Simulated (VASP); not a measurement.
Level of theory: LDA (Ceperley-Alder, Perdew-Zunger), VASP's LDA PAW potentials (set 64) (plane waves; VASP 6.6.1).

A VASP calculation is set up with these files.

### KPOINTS
```
Automatic
0
G
7 7 5
```

POSCAR:
```
InGaAs2
1
    4.1086794511     0.0000000000    -0.0000000000
    0.0000000000     4.1086794511     0.0000000000
    0.0000000000     0.0000000000     5.8426683369
In Ga As
1 1 2
Direct
  0.0000000000   0.0000000000   0.5000000000
  0.5000000000   0.5000000000   0.0000000000
  0.5000000000   0.0000000000   0.7696188588
  0.0000000000   0.5000000000   0.2303811412
```

INCAR:
```
EDIFF=1E-8
SYSTEM=InGaAs2
NSW=30
LREAL=.FALSE.   ! projection in real space or not
ISMEAR=1
SIGMA=0.1
IBRION=1   ! quasi-Newton
LCHARG=.FALSE.
LWAVE=.FALSE.
LMAXMIX=4   ! l cut-off of mixed one-centre charges
NELM=100
LASPH=.TRUE.   ! aspherical one-centre terms
ENCUT=400
EDIFFG=-0.001
ALGO=Normal   ! blocked Davidson
PREC=Accurate
ISIF=2
```

POTCAR, in this order: In_d Ga_d As (LDA.64 set). Program: vasp_std.

Output of the run:

File OUTCAR:
```
 ion  position               nearest neighbor table
   1  0.000  0.000  0.500-   3 2.59   4 2.59   4 2.59   3 2.59
   2  0.500  0.500  0.000-   3 2.46   4 2.46   3 2.46   4 2.46
   3  0.500  0.000  0.770-   2 2.46   2 2.46   1 2.59   1 2.59
   4  0.000  0.500  0.230-   2 2.46   2 2.46   1 2.59   1 2.59
  LATTYP: Found a simple tetragonal cell.
 ALAT       =     4.1086794511
 C/A-ratio  =     1.4220307051
 Subroutine PRICEL returns:
 Original cell was already a primitive cell.
 Subroutine GETGRP returns: Found  8 space group operations
The static configuration has the point symmetry D_2d.
The dynamic configuration has the point symmetry D_2d.
 Subroutine INISYM returns: Found  8 space group operations
 Subroutine IBZKPT returns following result:
 Found     30 irreducible k-points:

 Following reciprocal coordinates:
            Coordinates               Weight
  0.000000  0.000000  0.000000      1.000000
  0.142857  0.000000  0.000000      4.000000
  0.285714  0.000000  0.000000      4.000000
  0.428571  0.000000  0.000000      4.000000
  0.142857  0.142857  0.000000      4.000000
  0.285714  0.142857  0.000000      8.000000
  0.428571  0.142857  0.000000      8.000000
  0.285714  0.285714  0.000000      4.000000
  0.428571  0.285714  0.000000      8.000000
  0.428571  0.428571  0.000000      4.000000
  0.000000  0.000000  0.200000      2.000000
  0.142857  0.000000  0.200000      8.000000
  0.285714  0.000000  0.200000      8.000000
  0.428571  0.000000  0.200000      8.000000
  0.142857  0.142857  0.200000      8.000000
  0.285714  0.142857  0.200000     16.000000
  0.428571  0.142857  0.200000     16.000000
  0.285714  0.285714  0.200000      8.000000
  0.428571  0.285714  0.200000     16.000000
  0.428571  0.428571  0.200000      8.000000
  0.000000  0.000000  0.400000      2.000000
  0.142857  0.000000  0.400000      8.000000
  0.285714  0.000000  0.400000      8.000000
  0.428571  0.000000  0.400000      8.000000
  0.142857  0.142857  0.400000      8.000000
  0.285714  0.142857  0.400000     16.000000
  0.428571  0.142857  0.400000     16.000000
  0.285714  0.285714  0.400000      8.000000
  0.428571  0.285714  0.400000     16.000000
  0.428571  0.428571  0.400000      8.000000
   k-points           NKPTS =     30   k-points in BZ     NKDIM =     30   number of bands    NBANDS=     22
   number of dos      NEDOS =    301   number of ions     NIONS =      4
   total plane-waves  NPLWV =  31360
   dimension x,y,z NGX =    28 NGY =   28 NGZ =   40
   dimension x,y,z NGXF=    56 NGYF=   56 NGZF=   80
   ions per type =               1   1   2
   PREC   = accura    normal or accurate (medium, high low for compatibility)
   ISTART =      0    job   : 0-new  1-cont  2-samecut
   ICHARG =      2    charge: 1-file 2-atom 10-const
   ISPIN  =      1    spin polarized calculation?
   LNONCOLLINEAR =      F non collinear calculations
   LSORBIT =      F    spin-orbit coupling
   INIWAV =      1    electr: 0-lowe 1-rand  2-diag
   ENCUT  =  400.0 eV  29.40 Ry    5.42 a.u.   6.70  6.70  9.53*2*pi/ulx,y,z
   NELM   =    100;   NELMIN=  2; NELMDL= -5     # of ELM steps
   EDIFF  = 0.1E-07   stopping-criterion for ELM
   LREAL  =      F    real-space projection
   NLSPLINE    = F    spline interpolate recip. space projectors
   LMAXMIX     =    4 max onsite mixed and CHGCAR
   VOSKOWN=      0    Vosko Wilk Nusair interpolation
   EDIFFG = -.1E-02   stopping-criterion for IOM
   NSW    =     30    number of steps for IOM
   NBLOCK =      1;   KBLOCK =     30    inner block; outer block
   IBRION =      1    ionic relax: 0-MD 1-quasi-New 2-CG
   NFREE  =      0    steps in history (QN), initial steepest desc. (CG)
   ISIF   =      2    stress and relaxation
...
```

File OSZICAR:
```
       N       E                     dE             d eps       ncg     rms          rms(c)
DAV:   1     0.243989804247E+03    0.24399E+03   -0.15111E+04  1320   0.175E+03
DAV:   2     0.655275991778E+01   -0.23744E+03   -0.23356E+03  1404   0.401E+02
DAV:   3    -0.183193261241E+02   -0.24872E+02   -0.24599E+02  1622   0.133E+02
DAV:   4    -0.191137838400E+02   -0.79446E+00   -0.79325E+00  1604   0.262E+01
DAV:   5    -0.191379640743E+02   -0.24180E-01   -0.24173E-01  1846   0.413E+00    0.600E+00
DAV:   6    -0.186670820958E+02    0.47088E+00   -0.85794E-01  1868   0.140E+01    0.328E+00
DAV:   7    -0.185898343132E+02    0.77248E-01   -0.37217E-01  2046   0.431E+00    0.779E-01
DAV:   8    -0.185834017226E+02    0.64326E-02   -0.43028E-02  1684   0.276E+00    0.452E-01
DAV:   9    -0.185828191399E+02    0.58258E-03   -0.37076E-03  1868   0.958E-01    0.183E-01
DAV:  10    -0.185828780786E+02   -0.58939E-04   -0.35467E-04  1750   0.158E-01    0.742E-02
DAV:  11    -0.185828750367E+02    0.30419E-05   -0.11251E-04  1916   0.183E-01    0.315E-02
DAV:  12    -0.185828728492E+02    0.21875E-05   -0.14078E-05  1652   0.369E-02    0.940E-03
DAV:  13    -0.185828731111E+02   -0.26194E-06   -0.20491E-06  1856   0.859E-03    0.274E-03
DAV:  14    -0.185828730829E+02    0.28198E-07   -0.65132E-07  1702   0.747E-03    0.137E-03
DAV:  15    -0.185828730749E+02    0.80545E-08   -0.84484E-08  1412   0.304E-03
   1 F= -.18582873E+02 E0= -.18582842E+02  d E =-.185829E+02
       N       E                     dE             d eps       ncg     rms          rms(c)
DAV:   1    -0.185828848231E+02   -0.11740E-04   -0.49436E-04  1574   0.946E-02    0.997E-03
DAV:   2    -0.185828878795E+02   -0.30563E-05   -0.35074E-05  1620   0.309E-02    0.219E-03
DAV:   3    -0.185828878158E+02    0.63708E-07   -0.84713E-07  1854   0.799E-03    0.145E-03
DAV:   4    -0.185828877997E+02    0.16063E-07   -0.92863E-08  1414   0.196E-03    0.617E-04
DAV:   5    -0.185828877980E+02    0.16553E-08   -0.14418E-08   960   0.879E-04
   2 F= -.18582888E+02 E0= -.18582856E+02  d E =-.147231E-04
       N       E                     dE             d eps       ncg     rms          rms(c)
DAV:   1    -0.185828893798E+02   -0.15801E-05   -0.26783E-04  1568   0.697E-02    0.726E-03
DAV:   2    -0.185828910431E+02   -0.16634E-05   -0.19089E-05  1608   0.230E-02    0.154E-03
DAV:   3    -0.185828910072E+02    0.35874E-07   -0.46021E-07  1642   0.598E-03    0.113E-03
DAV:   4    -0.185828909992E+02    0.80308E-08   -0.50356E-08  1352   0.155E-03
   3 F= -.18582891E+02 E0= -.18582859E+02  d E =-.320119E-05
```

**OUTCAR**
```
------------------------ aborting loop because EDIFF is reached ----------------------------------------
  FORCE on cell =-STRESS in cart. coord.  units (eV):
  Direction    XX          YY          ZZ          XY          YZ          ZX
  --------------------------------------------------------------------------------------
  Total       -0.0265572     -0.0265572     -0.0046302      0.0000000      0.0000000     -0.0000000
  in kB       -0.4313965     -0.4313965     -0.0752135      0.0000000      0.0000000     -0.0000000
  external PRESSURE =      -0.3126689 kB  Pullay stress =       0.0000000 kB
  volume of cell :       98.63
      direct lattice vectors                 reciprocal lattice vectors
     4.108679451  0.000000000  0.000000000     0.243387203  0.000000000  0.000000000
     0.000000000  4.108679451  0.000000000     0.000000000  0.243387203  0.000000000
     0.000000000  0.000000000  5.842668337     0.000000000  0.000000000  0.171154675
 POSITION                                       TOTAL-FORCE (eV/Angst)
 -----------------------------------------------------------------------------------
     -0.00000      0.00000      2.92133        -0.000000     -0.000000      0.000000
      2.05434      2.05434      0.00000        -0.000000      0.000000      0.000000
      2.05434      0.00000      4.49786        -0.000000     -0.000000      0.000002
     -0.00000      2.05434      1.34481         0.000000     -0.000000     -0.000002
 -----------------------------------------------------------------------------------
    total drift:                                0.000000      0.000000      0.000000
  FREE ENERGIE OF THE ION-ELECTRON SYSTEM (eV)
  ---------------------------------------------------
  free  energy   TOTEN  =       -18.5828909992 eV

  energy  without entropy=      -18.5827953324  energy(sigma->0) =      -18.58285911

 reached required accuracy - stopping structural energy minimisation
```
(Selected blocks of OUTCAR.)

File CONTCAR:
```
InGaAs2
   1.00000000000000
     4.1086794511000004    0.0000000000000000    0.0000000000000000
     0.0000000000000000    4.1086794511000004    0.0000000000000000
     0.0000000000000000    0.0000000000000000    5.8426683369000001
  In              Ga              As
     1     1     2
Direct
    -0.0000000000000000    0.0000000000000000    0.5000000000000000
     0.5000000000000000    0.5000000000000000    0.0000000000000000
     0.5000000000000000    0.0000000000000000    0.7698291034388837
    -0.0000000000000000    0.5000000000000000    0.2301708965611164
```

The structure comes from a computed database's InGaAs2 entry (P-4m2); how it stands against other phases isn't given here. This run relaxes the ions in a fixed cell. Symmetry was kept, so distortions that lower it aren't found. The start is the result of an earlier pass.
